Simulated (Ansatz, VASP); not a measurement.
Two plane-wave programs on YNbN2

```
Y Nb N
1.0
     3.20110    0.00000    0.00000
    -1.60055    2.77223    0.00000
     0.00000    0.00000    5.76119
Y Nb N
1 1 2
Cartesian
  0.0000 0.0000 2.8806
  0.0000 0.0000 0.0000
  0.0000 1.8482 4.4698
  1.6006 0.9241 1.2914
```

Alike in both runs: task relaxation of cell and atoms; functional PBE; k mesh 18 × 18 × 8; occupations gaussian, width 0.1 eV; no spin polarisation.

```csv
,VASP,Ansatz
version,VASP 6.6.1,Ansatz 0.2.0
potentials or method,"VASP PAW PBE potentials, release 64 (Y_sv, Nb_sv, N)","scalar-relativistic, plane waves, PAW"
plane-wave cutoff (eV),600,420
valence electrons in the cell,34,34
```

Ansatz gave:

```
gap on the k mesh at the Fermi level, each at its own relaxed structure (eV) : none
relaxed volume (Å³/atom)                                                     : 12.79
relaxed cell length with the largest relative difference (Å)                 : 3.208
```

Problem. Estimate VASP's values.

Solution. gap on the k mesh at the Fermi level, each at its own relaxed structure (eV): none; relaxed volume (Å³/atom): 12.77; relaxed cell length with the largest relative difference (Å): 3.205.

A gap of «none» marks a metal or a gap that the smearing closes.
